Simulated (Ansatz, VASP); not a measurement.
## NiO: VASP beside Ansatz

One calculation is typed for both programs; each brings its own data sets. How far apart do they land? The cell is taken from a series of runs on this material, whose earlier steps may have relaxed, scaled, displaced or heated it; both programs get it as it stands.

Method: plane waves, with VASP 6.6.1 beside it; single point at LDA, DFT+U, in Ansatz 0.2.0.

## 1. Set-up

It takes space group Fm-3m (No. 225, cubic). Conventional cell: a = 4.172 Å, b = 4.172 Å, c = 4.172 Å, α = 90.00°, β = 90.00°, γ = 90.00°. Nearest to Ni lie 6 O at 2.09 Å. Nearest to O lie 6 Ni at 2.09 Å. Farther neighbours and most contacts between anions are not listed.

Coordinates:

```cif
data_structure
_symmetry_space_group_name_H-M 'P 1'
_symmetry_Int_Tables_number 1
_cell_length_a 2.9499
_cell_length_b 2.9499
_cell_length_c 4.1718
_cell_angle_alpha 90.000
_cell_angle_beta 90.000
_cell_angle_gamma 90.000
_cell_volume 36.30
loop_
_atom_site_label
_atom_site_type_symbol
_atom_site_fract_x
_atom_site_fract_y
_atom_site_fract_z
_atom_site_occupancy
Ni1 Ni 0.50000 0.50000 0.50000 1
Ni2 Ni 0.00000 0.00000 0.00000 1
O3 O 0.50000 0.50000 0.00000 1
O4 O 0.00000 0.00000 0.50000 1
```

## 2. Ansatz: single point, LDA, DFT+U, pair 1

Ansatz runs on its default PAW (the set named soft_2) files.

A single point gives forces, pressure and levels at one fixed geometry, so differences don't come from the geometry; what else differs is listed under the comparison.

Input file input.yaml:

```yaml
crystal:
  lattice:
    - [0.0, -2.085901641, -2.085901641]
    - [0.0, 2.085901641, -2.085901641]
    - [4.171803282, 0.0, 0.0]
  atoms:
    - { symbol: Ni, position: [0.5, 0.5, 0.5], spin: 2.0 }
    - { symbol: Ni, position: [0.0, 0.0, 0.0], spin: 2.0 }
    - { symbol: O, position: [0.5, 0.5, 0.0] }
    - { symbol: O, position: [0.0, 0.0, 0.5] }
magnetization:
  spin_polarized: true
kpoints:
  mp_grid: { grid: [8, 8, 6] }
hamiltonian:
  xc: lda
  hubbard:
    sites:
      - { species: Ni, l: d, u_eff: 1.98 }
      - { site: 0, l: d, u_eff: 1.98, starting_ns: [{ spin: up, occupation_matrix: ni1_major }, { spin: down, occupation_matrix: ni1_minor }] }
      - { site: 1, l: d, u_eff: 1.98, starting_ns: [{ spin: up, occupation_matrix: ni1_major }, { spin: down, occupation_matrix: ni1_minor }] }
    projectors: ortho-atomic
    occupation_matrices:
      ni1_major:
        matrix:
          - [0.99, 0.0, 0.0, 0.0, 0.0]
          - [0.0, 0.997, 0.0, 0.0, 0.0]
          - [0.0, 0.0, 0.997, 0.0, 0.0]
          - [0.0, 0.0, 0.0, 0.99, 0.0]
          - [0.0, 0.0, 0.0, 0.0, 0.997]
      ni1_minor:
        matrix:
          - [0.246, 0.0, 0.0, 0.0, 0.0]
          - [0.0, 0.991, 0.0, 0.0, 0.0]
          - [0.0, 0.0, 0.991, 0.0, 0.0]
          - [0.0, 0.0, 0.0, 0.246, 0.0]
          - [0.0, 0.0, 0.0, 0.0, 0.991]
scf:
  occupations: { method: fermi_dirac, width: 0.05 }
output:
  eigenvalues: true
  write_density: true
  write_potential: true
  elf: true
  volumetric_format: npy
```

Run with:

```sh
$ ansatz run input.yaml --threads 4 --pin off --max-ram 8192MiB --backend cpu --events-out ev --progress --plain --runs-dir out
```

Numbers of over 12 decimals in the logs are rounded to 6 here.

The program printed:

```text
Engine: ansatz 0.2.0, aarch64-unknown-linux-gnu
Pseudopotentials: kind: paw
Pseudopotential: Ni, paw, valence charge 18, recommended cutoff 420 eV (normal), Ni.paw.azcp
Pseudopotential: O, paw, valence charge 6, recommended cutoff 420 eV (normal), O.paw.azcp
Functional definition: SPW92
  exchange = slater_x
  correlation = pw_c
Crystal: 4 atoms, lattice volume = 36.303 Å³
Basis set: ecut = 420 eV, 681 PW (Γ)
Bands: 32, of which v1, the nominal top of the filled ones, is band 24 counted from 1 (23 counted from 0)
Symmetry: 32 space group operations
Space group: Fm-3m (ITA 225), of the structure as read, at distance tolerance 3.3e-5 Å
Magnetic group: BNS 225.116 (UNI 1618), of the structure as read, at distance tolerance 3.3e-5 Å
k-points: 60 of 384
Non-local potential: Ni, projectors of the file, l = 0: 3, l = 1: 2, l = 2: 3, l = 3: 1
Non-local potential: O, projectors of the file, l = 0: 2, l = 1: 2, l = 2: 1
PAW form: soft (Blöchl's): semilocal exchange-correlation on the pseudo side does not see the compensation charge
PAW frozen core: Ni, regenerated for the run's functional, and the local potential with it (the file was generated under x = pbe(κ = 0.804, μ = 0.219515), c = pbe(β = 0.066725))
PAW frozen core: O, regenerated for the run's functional, and the local potential with it (the file was generated under x = pbe(κ = 0.804, μ = 0.219515), c = pbe(β = 0.066725))
PAW one-centre angular grid: Ni, 590 points (default); XC on 64 Gauss nodes
PAW one-centre angular grid: O, 110 points (default); XC on 64 Gauss nodes
Initial density: superposition of atomic densities (chi_scale 0.1, normalization cell, long waves kept (reshape's long-wave potential 0.00 eV rms))
Starting moments: Σ|m| = 4 μB on 2 of 4 sites
Initial wavefunctions: pseudopotential atomic-orbital guess
Functional: x = slater, c = lda
SCF iter   1: F=—  HF=-12658.544595 eV  |F-HF|=—  |Δ(HF+E_count)|=         —  Δρ=3.63e-1 (↑1.01e-1 ↓3.63e-1)  dr2=5.17e1  dr2_m=8.59e0  M=1.133 μB ∫|m|=1.138 μB  β_m=0.30  ethr=3.10e-3  ⟨swp⟩=5.4  Hψ=13667  notcnv=0  defer=6
preconditioner: auto → Kerker (q_TF=auto, 2.858 Å⁻¹)  [metal: Δε(μ)=0.045 eV  Ē_g=14.255 eV  σ=0.050 eV  W_gap=0.22  n_scr=14 (ndim 8)  ℏωp=34.9 eV  f_vac=0.000  D(μ)=2.38/eV (n_scr^D=28)]
spin=Collinear: Kerker preconditioning applied to the charge; magnetization (m = ρ↑ − ρ↓) channel mixes plain (no charge-response kernel on spin).
SCF iter   2: F=—  HF=-12653.016045 eV  |F-HF|=—  |Δ(HF+E_count)|=    5.53e0  Δρ=9.43e-2 (↑5.02e-2 ↓9.43e-2)  dr2=1.46e0  dr2_m=7.24e-1  M=3.539 μB ∫|m|=3.543 μB  β_m=1.00  ethr=3.10e-3  ⟨swp⟩=3.4  Hψ=9432  notcnv=0  defer=248
SCF iter   3: F=—  HF=-12652.581346 eV  |F-HF|=—  |Δ(HF+E_count)|=   4.35e-1  Δρ=3.62e-2 (↑3.62e-2 ↓3.04e-2)  dr2=3.73e-1  dr2_m=2.39e-2  M=3.511 μB ∫|m|=3.520 μB  β_m=0.30  ethr=3.04e-3  ⟨swp⟩=2.6  Hψ=7068  notcnv=0  defer=259
SCF iter   4: F=—  HF=-12652.766186 eV  |F-HF|=—  |Δ(HF+E_count)|=   1.85e-1  Δρ=3.16e-2 (↑1.19e-2 ↓3.16e-2)  dr2=4.44e-1  dr2_m=3.49e-2  M=3.418 μB ∫|m|=3.426 μB  β_m=0.30  ethr=7.78e-4  ⟨swp⟩=2.5  Hψ=7834  notcnv=0  defer=259
Mixer restart at iter 4: flushing history
spin-set hold released at iteration 4 (site moments contracting): the magnetisation degrees of freedom join the quasi-Newton model from the next iteration; the mixer history was flushed
SCF iter   5: F=—  HF=-12652.717681 eV  |F-HF|=—  |Δ(HF+E_count)|=   4.85e-2  Δρ=1.57e-2 (↑8.26e-3 ↓1.57e-2)  dr2=4.55e-2  dr2_m=3.34e-2  M=3.661 μB ∫|m|=3.670 μB  β_m=0.32  ethr=7.78e-4  ⟨swp⟩=3.1  Hψ=6762  notcnv=0  defer=259
SCF iter   6: F=—  HF=-12652.771866 eV  |F-HF|=—  |Δ(HF+E_count)|=   5.42e-2  Δρ=1.30e-2 (↑6.95e-3 ↓1.30e-2)  dr2=2.48e-2  dr2_m=2.64e-2  M=3.701 μB ∫|m|=3.712 μB  β_m=0.33  ethr=9.47e-5  ⟨swp⟩=1.4  Hψ=4817  notcnv=0  defer=259
SCF iter   7: F=—  HF=-12652.814943 eV  |F-HF|=—  |Δ(HF+E_count)|=   4.31e-2  Δρ=6.25e-3 (↑4.39e-3 ↓6.25e-3)  dr2=2.48e-3  dr2_m=8.71e-3  M=3.761 μB ∫|m|=3.774 μB  β_m=0.72  ethr=5.16e-5  ⟨swp⟩=2.1  Hψ=5576  notcnv=0  defer=259
SCF iter   8: F=—  HF=-12652.828230 eV  |F-HF|=—  |Δ(HF+E_count)|=   1.33e-2  Δρ=1.66e-3 (↑3.09e-4 ↓1.66e-3)  dr2=6.34e-4  dr2_m=2.17e-4  M=3.836 μB ∫|m|=3.853 μB  β_m=0.86  ethr=5.16e-6  ⟨swp⟩=2.0  Hψ=6409  notcnv=0  defer=259
SCF iter   9: F=—  HF=-12652.828198 eV  |F-HF|=—  |Δ(HF+E_count)|=   3.11e-5  Δρ=6.52e-4 (↑1.43e-4 ↓6.52e-4)  dr2=1.33e-4  dr2_m=2.54e-5  M=3.835 μB ∫|m|=3.852 μB  β_m=0.93  ethr=1.32e-6  ⟨swp⟩=1.0  Hψ=3963  notcnv=0  defer=259
SCF iter  10: F=—  HF=-12652.828179 eV  |F-HF|=—  |Δ(HF+E_count)|=   1.96e-5  Δρ=2.13e-5 (↑2.13e-5 ↓2.00e-5)  dr2=2.44e-7  dr2_m=3.43e-8  M=3.837 μB ∫|m|=3.853 μB  β_m=0.96  ethr=2.77e-7  ⟨swp⟩=2.0  Hψ=4593  notcnv=0  defer=259
SCF iter  11: F=—  HF=-12652.828178 eV  |F-HF|=—  |Δ(HF+E_count)|=   4.03e-7  Δρ=1.35e-5 (↑1.35e-5 ↓9.06e-6)  dr2=5.19e-8  dr2_m=1.64e-8  M=3.837 μB ∫|m|=3.854 μB  β_m=0.90  ethr=2.08e-10  ⟨swp⟩=8.4  Hψ=14719  notcnv=0
SCF iter  12: F=-12652.828178 eV  HF=-12652.828178 eV  |F-HF|=4.68e-9  |Δ(HF+E_count)|=   1.51e-8  Δρ=5.09e-6 (↑3.16e-6 ↓5.09e-6)  dr2=1.09e-8  dr2_m=1.46e-9  M=3.837 μB ∫|m|=3.853 μB  ethr=1.08e-10  ⟨swp⟩=1.0  Hψ=10630  notcnv=0
SCF 1 converged in 12 iterations: F = -12652.828178 eV  dr2 = 1.09e-8
  greatest PAW one-centre occupation: 1.003 electrons in one spin orbital (limit 2), on the Ni atom at site 1 (counted from 0), in its partial waves of l = 1
SCF converged after 12 iterations
Magnetization: 3.8366 μB (25.9183 up, 22.0817 down)
Absolute magnetization: 3.8522 μB (∫|ρ↑−ρ↓|, with the PAW one-centre terms)
Spin contamination: 0.0097 ħ² per cell (⟨S²⟩ above its minimum at these occupations)
Per-site moments (μB) at R_I (Å): [(1.534885, 0.860434), (1.534885, 0.860434), (0.320038, 0.860434), (0.320038, 0.860434)]
Free energy (F): -12652.828178 eV
Harris-Foulkes:  -12652.828178 eV  (|F-HF|=4.68e-9)
Internal energy: -12652.819199 eV  (E = F + TS)
E sigma→0 (E₀):  -12652.823689 eV
Entropy (-TS):   -0.008979 eV (-2.245 meV/atom)
Fermi energy:    13.892532 eV
--- Per-component energies (eV) ---
  E_band       = -678.966700
  E_kinetic    = 901.922290
  E_local      = -7982.168801  (includes V_loc(G=0)·N_el)
  E_nonlocal   = 1392.427076
  E_hartree    = 3277.329257
  E_xc         = -308.799270
  E_vxc        = -398.434516  (∫ρ·V_xc dr)
  E_hubbard    = 0.850532  (on-site DFT+U / exact-exchange correction)
  E_vhub       = -15.008537  (the Hubbard potential's part of the band-sum identity)
  E_paw        = -3425.850793  (= ΣΔE_a)
  E_vpaw       = -1132.358447  (= ΣTr[D̂ρ^β])
  E_aug_tail   = 0.006246  (compensation charges beyond the density's cutoff)
  E_ewald      = -6509.597821
  E_core_change = 1.062084  (= ΣΔE_core)
  E_smearing   = -0.008979  (= −TS)
  E_closure    = -0.000000  (closes the sum)
  Σ components = -12652.828178   (vs F -12652.828178, Δ=0.00e0)
--- Specified on-site occupations, and those of the state reported ---
  electrons in the specified blocks: 16.8720 specified, 16.8784 found
  site 1 (l=d) ↓: largest change of an orbital's occupation 0.0038; electrons 3.4650 specified, 3.4690 found; spectral distance 0.0039
  site 0 (l=d) ↓: largest change of an orbital's occupation 0.0038; electrons 3.4650 specified, 3.4690 found; spectral distance 0.0039
  site 0 (l=d) ↑: largest change of an orbital's occupation 0.0012; electrons 4.9710 specified, 4.9702 found; spectral distance 0.0013
  site 1 (l=d) ↑: largest change of an orbital's occupation 0.0012; electrons 4.9710 specified, 4.9702 found; spectral distance 0.0013
--- Band table (eV; the first three rows and the last of 120) ---
  k-point 0 ↑: bands = [... 20 lower, 10.9393, 11.1145, 11.1145, 11.1162, 11.2971, 11.2971, 15.5732, 19.9389, ... 4 higher]
  k-point 1 ↑: bands = [... 20 lower, 11.2117, 11.3383, 11.3383, 11.4254, 11.4254, 11.4967, 16.2588, 20.1301, ... 4 higher]
  k-point 2 ↑: bands = [... 20 lower, 11.6440, 11.6440, 11.6482, 11.6563, 11.6563, 11.7936, 17.7979, 20.2250, ... 4 higher]
  k-point 59 ↓: bands = [... 20 lower, 12.4876, 12.4876, 14.4187, 14.4187, 15.1239, 15.1239, 22.8935, 22.8935, ... 4 higher]
Occupation matrices written to <dir>
```

Reading the cycles: dr2 is the Hartree energy of the density residual (eV), the measure of convergence; HF is the Harris–Foulkes estimate of the energy, which meets the free energy F at convergence.

(Continued in part 2 of 3.)

[Lines on the potential files, build, host, timing and source positions are cut from VASP's logs without a mark.]

[Logs are printed without paths, hosts, clocks, repeated set-up lines and the standing remarks that a program may print on its own settings, such as how far it seeks lower states.]

[Hosts, paths, dates, database ids (printed as entryN), source tags and the programs' standing remarks are cut or masked in the printed files.]
